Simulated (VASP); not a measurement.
# What goes wrong when the modes of MnSi (Brownleeite) are computed with a bad input

Some phonon runs on MnSi (Brownleeite) get a fault in the input on purpose. Which of them show, and how? The starting structure is a measured crystal structure from the Crystallography Open Database.

Method: Kohn-Sham DFT with plane waves and PAW; LDA+U (Mn d 3.9 eV), in VASP 6.6.1.

## 1. The structure

It takes space group P2_13 (No. 198, cubic). Conventional cell: a = 4.558 Å, b = 4.558 Å, c = 4.558 Å, α = 90.00°, β = 90.00°, γ = 90.00°. Nearest to Mn lie 7 Si at 2.31 to 2.54 Å. Si has 7 Mn at 2.31 to 2.54 Å nearest. Farther neighbours are not listed.

Coordinates:

```cif
data_structure
_symmetry_space_group_name_H-M 'P2_13'
_symmetry_Int_Tables_number 198
_cell_length_a 4.5580
_cell_length_b 4.5580
_cell_length_c 4.5580
_cell_angle_alpha 90.000
_cell_angle_beta 90.000
_cell_angle_gamma 90.000
_cell_volume 94.69
loop_
_atom_site_label
_atom_site_type_symbol
_atom_site_symmetry_multiplicity
_atom_site_Wyckoff_symbol
_atom_site_fract_x
_atom_site_fract_y
_atom_site_fract_z
_atom_site_occupancy
Mn1 Mn 4 a 0.86200 0.63800 0.36200 1
Si1 Si 4 a 0.15500 0.34500 0.65500 1
```

## 2. Reference modes

The cell comes from a relaxation at this level, not shown (97.82 Å³).

File INCAR:

```
SYSTEM = MnSi
PREC = Accurate
ENCUT = 450
EDIFF = 1E-08
NELM = 100
ISMEAR = 0
SIGMA = 0.05
LREAL = .FALSE.
ALGO = Normal
GGA = CA
NBANDS = 56
ISPIN = 2
MAGMOM = 4 4 4 4 0 0 0 0
LDAU = .TRUE.
LDAUTYPE = 2
LDAUL = 2 -1
LDAUU = 3.9 0
LDAUJ = 0 0
LDAUPRINT = 1
LASPH = .TRUE.
LMAXMIX = 4
LORBIT = 11
LWAVE = .FALSE.
LCHARG = .FALSE.
KPAR = 8
IBRION = 6
NFREE = 2
POTIM = 0.015
NSW = 1
ISIF = 2
```

File POSCAR:

```
MnSi
1.0
    4.6076859470      0.0000000000      0.0000000000
    0.0000000000      4.6076859470      0.0000000000
    0.0000000000      0.0000000000      4.6076859470
Mn Si
4 4
Direct
    0.8588739493      0.6411260507      0.3588739493
    0.6411260507      0.3588739493      0.8588739493
    0.3588739493      0.8588739493      0.6411260507
    0.1411260507      0.1411260507      0.1411260507
    0.1552395211      0.3447604789      0.6552395211
    0.3447604789      0.6552395211      0.1552395211
    0.6552395211      0.1552395211      0.3447604789
    0.8447604789      0.8447604789      0.8447604789
```

File KPOINTS:

```
Automatic mesh
0
Gamma
6 6 6
0 0 0
```

The projector-augmented-wave data sets are Mn_pv and Si (LDA family, release 64).

Command:

```sh
> mpirun -np 8 vasp_std
```

Log:

```text
[banner, memory and clock lines left out]
running    8 mpi-ranks, on    1 nodes
 distrk:  each k-point on    1 cores,    8 groups
 distr:  one band on    1 cores,    1 groups

 POSCAR found type information on POSCAR MnSi
 POSCAR found :  2 types and       8 ions
|                                                                             |
|           W    W    AA    RRRRR   N    N  II  N    N   GGGG   !!!           |
|           W    W   A  A   R    R  NN   N  II  NN   N  G    G  !!!           |
|           W    W  A    A  R    R  N N  N  II  N N  N  G       !!!           |
|           W WW W  AAAAAA  RRRRR   N  N N  II  N  N N  G  GGG   !            |
|           WW  WW  A    A  R   R   N   NN  II  N   NN  G    G                |
|           W    W  A    A  R    R  N    N  II  N    N   GGGG   !!!           |
|                                                                             |
|     For optimal performance we recommend to set                             |
|       NCORE = 2 up to number-of-cores-per-socket                            |
|     NCORE specifies how many cores store one orbital (NPAR=cpu/NCORE).      |
|     This setting can greatly improve the performance of VASP for DFT.       |
|     The default, NCORE=1 might be grossly inefficient on modern             |
|     multi-core architectures or massively parallel machines. Do your        |
|     Unfortunately you need to use the default for GW and RPA                |
|     calculations (for HF NCORE is supported but not extensively tested      |
|     yet).                                                                   |
|                                                                             |

 LDA part: xc-table for (Slater(with rela. corr.)+CA(PZ))
 , standard interpolation
 POSCAR, INCAR and KPOINTS ok, starting setup
 FFT: planning ... GRIDC
 FFT: planning ... GRID_SOFT
 FFT: planning ... GRID
 WAVECAR not read
 entering main loop
       N       E                     dE             d eps       ncg     rms          rms(c)
DAV:   1     0.755669061267E+03    0.75567E+03   -0.31934E+04  5408   0.129E+03
DAV:   2    -0.183457805547E+01   -0.75750E+03   -0.71116E+03  5376   0.411E+02
DAV:   3    -0.553031056022E+02   -0.53469E+02   -0.51457E+02  5840   0.121E+02
DAV:   4    -0.564948579572E+02   -0.11918E+01   -0.11851E+01  6248   0.177E+01
DAV:   5    -0.565139175142E+02   -0.19060E-01   -0.19057E-01  5896   0.244E+00    0.352E+01
DAV:   6    -0.565638672024E+02   -0.49950E-01   -0.43786E+01  5840   0.589E+01    0.282E+01
DAV:   7    -0.523512328857E+02    0.42126E+01   -0.15209E+01  5848   0.352E+01    0.965E+00
DAV:   8    -0.524043074315E+02   -0.53075E-01   -0.75121E-01  6128   0.320E+00    0.481E+00
DAV:   9    -0.523962109310E+02    0.80965E-02   -0.16747E-01  6112   0.279E+00    0.202E+00
DAV:  10    -0.523954968539E+02    0.71408E-03   -0.36545E-02  6248   0.121E+00    0.109E+00
DAV:  11    -0.523962140667E+02   -0.71721E-03   -0.44831E-03  6448   0.490E-01    0.344E-01
DAV:  12    -0.523964265654E+02   -0.21250E-03   -0.92912E-04  6208   0.127E-01    0.119E-01
DAV:  13    -0.523964706072E+02   -0.44042E-04   -0.70438E-05  6040   0.414E-02    0.513E-02
DAV:  14    -0.523964911057E+02   -0.20499E-04   -0.29168E-05  6312   0.349E-02    0.142E-02
DAV:  15    -0.523964931053E+02   -0.19995E-05   -0.61856E-06  6008   0.124E-02    0.814E-03
DAV:  16    -0.523964937771E+02   -0.67184E-06   -0.36275E-07  6376   0.334E-03    0.389E-03
DAV:  17    -0.523964942147E+02   -0.43762E-06   -0.25230E-07  6072   0.251E-03    0.231E-03
DAV:  18    -0.523964943058E+02   -0.91062E-07   -0.10433E-07  5616   0.138E-03    0.823E-04
DAV:  19    -0.523964943125E+02   -0.67121E-08   -0.14881E-08  4032   0.618E-04
   1 F= -.52396494E+02 E0= -.52394141E+02  d E =-.470753E-02  mag=    10.3070
[...]
2 F= -.52395351E+02 E0= -.52393007E+02  d E =-.468760E-02  mag=    10.3013
[...]
3 F= -.52395359E+02 E0= -.52392983E+02  d E =-.475121E-02  mag=    10.3127
[...]
4 F= -.52395501E+02 E0= -.52393123E+02  d E =-.475538E-02  mag=    10.3056
 Finite differences progress:
  Degree of freedom:   2/  2
  Displacement:        1/  2
  Total:               3/  4
 bond charge predicted
       N       E                     dE             d eps       ncg     rms          rms(c)
DAV:   1    -0.523950035677E+02    0.49713E-03   -0.10746E-01 25104   0.111E+00    0.215E-01
DAV:   2    -0.523962900169E+02   -0.12864E-02   -0.11025E-02 30864   0.120E+00    0.356E-01
DAV:   3    -0.523955580854E+02    0.73193E-03   -0.26546E-03 28888   0.835E-01    0.937E-02
DAV:   4    -0.523954921122E+02    0.65973E-04   -0.27151E-04 28104   0.137E-01    0.399E-02
DAV:   5    -0.523954976976E+02   -0.55854E-05   -0.59297E-05 30568   0.515E-02    0.221E-02
DAV:   6    -0.523955008158E+02   -0.31181E-05   -0.13388E-05 29416   0.446E-02    0.163E-02
DAV:   7    -0.523955009228E+02   -0.10699E-06   -0.57385E-06 29296   0.416E-02    0.102E-02
DAV:   8    -0.523955016568E+02   -0.73398E-06   -0.16855E-06 30472   0.165E-02    0.350E-03
DAV:   9    -0.523955018818E+02   -0.22506E-06   -0.44113E-07 28560   0.450E-03    0.181E-03
DAV:  10    -0.523955019369E+02   -0.55115E-07   -0.69462E-08 27000   0.249E-03    0.102E-03
DAV:  11    -0.523955019689E+02   -0.31934E-07   -0.37383E-08 21056   0.259E-03    0.992E-04
DAV:  12    -0.523955019749E+02   -0.60572E-08   -0.24189E-08 18520   0.244E-03
   5 F= -.52395502E+02 E0= -.52393166E+02  d E =-.467173E-02  mag=    10.3090
 Finite differences progress:
  Degree of freedom:   2/  2
  Displacement:        2/  2
  Total:               4/  4
```

The job ended after 7.4 min (8 MPI ranks of AMD EPYC 7R43, shared host; peak memory 8.6 GiB).

The logs omit lines about the potential files and the build; timing stands in the text.

[end of part 1 of 3]

[Lines on the potential files, build, host, timing and source positions are cut from VASP's logs without a mark.]

[Logs are printed without paths, hosts, clocks, repeated set-up lines and the standing remarks that a program may print on its own settings, such as how far it seeks lower states.]

[Hosts, paths, dates, database ids (printed as entryN), source tags and the programs' standing remarks are cut or masked in the printed files.]
